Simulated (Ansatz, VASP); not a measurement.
**ScB2: VASP beside Ansatz**

```
Sc B
1.0
     3.13946    0.00000    0.00000
    -1.56973    2.71886    0.00000
     0.00000    0.00000    3.50823
Sc B
1 2
Direct
  0.00000 0.00000 0.00000
  0.33333 0.66667 0.50000
  0.66667 0.33333 0.50000
```

Change from the starting cell: volume scaled by 0.99, crystal datasets.

Alike in both runs: task electric field gradients; functional PBEsol; k mesh 12 × 12 × 9; occupations fermi-dirac, width 0.03 eV; no spin polarisation.

|  | VASP | Ansatz |
| --- | --- | --- |
| version | VASP 6.6.1 | Ansatz 0.2.0 |
| potentials or method | VASP PAW PBE potentials, release 64 (Sc_sv, B), cutoff 520 eV | all-electron PAW with datasets made for the crystal, scalar-relativistic |

```tsv
	VASP	Ansatz	Ansatz less VASP
pressure (GPa)	-2.5	-3.0	-0.52
largest component of the traceless stress (GPa)	0.12	0.15	+0.030
Vzz of the field gradient on the site that differs most (V/Å²)	7.1	5.7	-1.35
```

Ansatz ran all-electron here, so the differences hold the error of VASP's frozen core and of both bases.

Caveats: the PAW data sets were made with another functional, which shifts forces and pressure a little (VASP).
